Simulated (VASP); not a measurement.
Given:

```xyz
2
Lattice="3.8478 0.0000 0.0000 0.0000 3.8478 0.0000 0.0000 0.0000 3.8478" Properties=species:S:1:pos:R:3 pbc="T T T"
Cs     0.0000     0.0000     0.0000
Cl     1.9239     1.9239     1.9239
```

These are PBEsol GGA, VASP's PBE PAW potentials (set 64) (plane waves; VASP) values and carry that method's errors. Settings: 500 eV cut-off, 7×7×7 Γ-centred mesh, Gaussian smearing of 0.050 eV, potentials Cs_sv Cl.

Unless said otherwise, spin-orbit coupling is left out, though it shifts the bands of the heavy elements here.

Q: Predict the energy per atom (σ→0), pressure, band gap (on the k-mesh) with the smallest direct gap where there is one.

A: 
- band gap (on the k-mesh) = 4.88 eV
- smallest direct gap (on the k-mesh) = 4.88 eV
- energy per atom (σ→0) = -3.353 eV/atom
- pressure = 49.5 kbar

The absolute energy has meaning only against runs of the same code, potentials and settings.

The compound is CsCl in the CsCl type structure. It was relaxed first under an external pressure of 5 GPa.
